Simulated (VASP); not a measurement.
Calculation: PBEsol GGA with spin-orbit coupling, VASP's PBE PAW potentials (set 64) (plane waves; VASP 6.6.1).

VASP ran on this input.

**KPOINTS_OPT**
```
k-points along high-symmetry lines
5
Line-mode
Reciprocal
  0.000000   0.000000   0.000000 ! GAMMA
  0.500000   0.000000   0.000000 ! M

  0.500000   0.000000   0.000000 ! M
  0.333333   0.333333   0.000000 ! K

  0.333333   0.333333   0.000000 ! K
  0.000000   0.000000   0.000000 ! GAMMA

  0.000000   0.000000   0.000000 ! GAMMA
  0.000000   0.000000   0.500000 ! A

  0.000000   0.000000   0.500000 ! A
  0.500000   0.000000   0.500000 ! L

  0.500000   0.000000   0.500000 ! L
  0.333333   0.333333   0.500000 ! H

  0.333333   0.333333   0.500000 ! H
  0.000000   0.000000   0.500000 ! A

  0.500000   0.000000   0.500000 ! L
  0.500000   0.000000   0.000000 ! M

  0.333333   0.333333   0.500000 ! H
  0.333333   0.333333   0.000000 ! K
```

**KPOINTS**
```
K-points
0
Gamma
 6 6 3
0 0 0
```

### INCAR
```
SYSTEM = CdS
PREC = Accurate
ENCUT = 400
EDIFF = 1E-6
NELM = 100
ALGO = Normal
LREAL = .FALSE.
LASPH = .TRUE.
ISMEAR = 0
SIGMA = 0.05
GGA = PS
LMAXMIX = 4
LWAVE = .FALSE.
LCHARG = .FALSE.
LSORBIT = .TRUE.
MAGMOM = 0 0 0 0 0 0 0 0 0 0 0 0
GGA_COMPAT = .FALSE.
```

POSCAR:
```
CdS
1
    4.1244988075    -0.0000000000     0.0000000000
   -2.0622494038     3.5719206506    -0.0000000000
    0.0000000000     0.0000000000     6.7204484073
Cd S
2 2
Direct
  0.6666670000   0.3333330000   0.9995082001
  0.3333330000   0.6666670000   0.4995082001
  0.6666670000   0.3333330000   0.3754917999
  0.3333330000   0.6666670000   0.8754917999
```

POTCAR, in this order: Cd S (PBE.64 set). Program: vasp_ncl.

Output of the run:

**OSZICAR**
```
       N       E                     dE             d eps       ncg     rms          rms(c)
DAV:   1     0.225518613978E+03    0.22552E+03   -0.15372E+04  1864   0.123E+03
DAV:   2    -0.777703533590E+00   -0.22630E+03   -0.22185E+03  2104   0.339E+02
DAV:   3    -0.144986305349E+02   -0.13721E+02   -0.13657E+02  2168   0.828E+01
DAV:   4    -0.146807010884E+02   -0.18207E+00   -0.18180E+00  2112   0.923E+00
DAV:   5    -0.146840189020E+02   -0.33178E-02   -0.33173E-02  2120   0.122E+00    0.118E+01
DAV:   6    -0.137103469348E+02    0.97367E+00   -0.23140E+00  2276   0.179E+01    0.904E+00
DAV:   7    -0.136978729558E+02    0.12474E-01   -0.90268E-01  2020   0.577E+00    0.396E+00
DAV:   8    -0.136867169055E+02    0.11156E-01   -0.13465E-01  2088   0.404E+00    0.112E+00
DAV:   9    -0.136856899566E+02    0.10269E-02   -0.86755E-03  2016   0.111E+00    0.308E-01
DAV:  10    -0.136855550807E+02    0.13488E-03   -0.44444E-03  2152   0.720E-01    0.108E-01
DAV:  11    -0.136856426371E+02   -0.87556E-04   -0.11135E-03  2032   0.381E-01    0.860E-02
DAV:  12    -0.136856575716E+02   -0.14934E-04   -0.82934E-05  2044   0.637E-02    0.327E-02
DAV:  13    -0.136856508153E+02    0.67563E-05   -0.33765E-05  2220   0.385E-02    0.162E-02
DAV:  14    -0.136856511913E+02   -0.37595E-06   -0.41307E-06  2000   0.163E-02
   1 F= -.13685651E+02 E0= -.13685651E+02  d E =-.502781E-12  mag=    -0.0000    -0.0000    -0.0000
       N       E                     dE             ncg
       N       E                     dE             ncg
       N       E                     dE             ncg
```

OUTCAR:
```
------------------------ aborting loop because EDIFF is reached ----------------------------------------
  FORCE on cell =-STRESS in cart. coord.  units (eV):
  Direction    XX          YY          ZZ          XY          YZ          ZX
  --------------------------------------------------------------------------------------
  Total       -0.0887384     -0.0887384     -0.1014482      0.0000000      0.0000000      0.0000000
  in kB       -1.4359884     -1.4359883     -1.6416612      0.0000000      0.0000000      0.0000000
  external PRESSURE =      -1.5045460 kB  Pullay stress =       0.0000000 kB
  volume of cell :       99.01
      direct lattice vectors                 reciprocal lattice vectors
     4.124498808  0.000000000  0.000000000     0.242453701  0.139980713  0.000000000
    -2.062249404  3.571920651  0.000000000     0.000000000  0.279961426  0.000000000
     0.000000000  0.000000000  6.720448407     0.000000000  0.000000000  0.148799595
  FREE ENERGIE OF THE ION-ELECTRON SYSTEM (eV)
  ---------------------------------------------------
  free  energy   TOTEN  =       -13.6856511913 eV

  energy  without entropy=      -13.6856511913  energy(sigma->0) =      -13.68565119

 Ion:    1  E_soc:     -0.0575218

 Ion:    2  E_soc:     -0.0575218

 Ion:    3  E_soc:     -0.0021146

 Ion:    4  E_soc:     -0.0021146
```
(Selected blocks of OUTCAR.)

**OUTCAR**
```
 val. band max:        1.2480600788   @ k =   0.0000   0.0000   0.0000

 cond. band min:       2.3209389633   @ k =   0.0000   0.0000   0.0000


 Fermi energy:         1.4722748056

 k-point     1 :       0.0000    0.0000    0.0000
  band No.  band energies     occupation
      1     -11.1721      1.00000
      2     -11.1721      1.00000
      3     -10.7261      1.00000
      4     -10.7261      1.00000
      5      -6.7616      1.00000
      6      -6.7616      1.00000
      7      -6.7442      1.00000
      8      -6.7442      1.00000
      9      -6.6998      1.00000
     10      -6.6998      1.00000
     11      -6.3353      1.00000
     12      -6.3353      1.00000
     13      -6.2445      1.00000
     14      -6.2445      1.00000
     15      -6.0720      1.00000
     16      -6.0720      1.00000
     17      -5.9198      1.00000
     18      -5.9198      1.00000
     19      -5.9064      1.00000
     20      -5.9064      1.00000
     21      -5.7499      1.00000
     22      -5.7499      1.00000
     23      -5.4465      1.00000
     24      -5.4465      1.00000
     25      -3.2572      1.00000
     26      -3.2572      1.00000
     27       0.4362      1.00000
     28       0.4362      1.00000
     29       0.4747      1.00000
     30       0.4747      1.00000
     31       1.1721      1.00000
     32       1.1721      1.00000
     33       1.2310      1.00000
     34       1.2310      1.00000
     35       1.2481      1.00000
     36       1.2481      1.00000
     37       2.3209      0.00000
     38       2.3209      0.00000
     39       3.9206      0.00000
     40       3.9206      0.00000
     41       7.3971      0.00000
     42       7.3971      0.00000
     43       7.7453      0.00000
     44       7.7457      0.00000

 k-point     2 :       0.1667   -0.0000    0.0000
  band No.  band energies     occupation
      1     -11.0739      1.00000
      2     -11.0738      1.00000
      3     -10.6853      1.00000
      4     -10.6825      1.00000
...
```

The structure comes from a measured CdS entry (P6_3mc) of the Crystallography Open Database, whose conditions weren't checked. It was relaxed first.
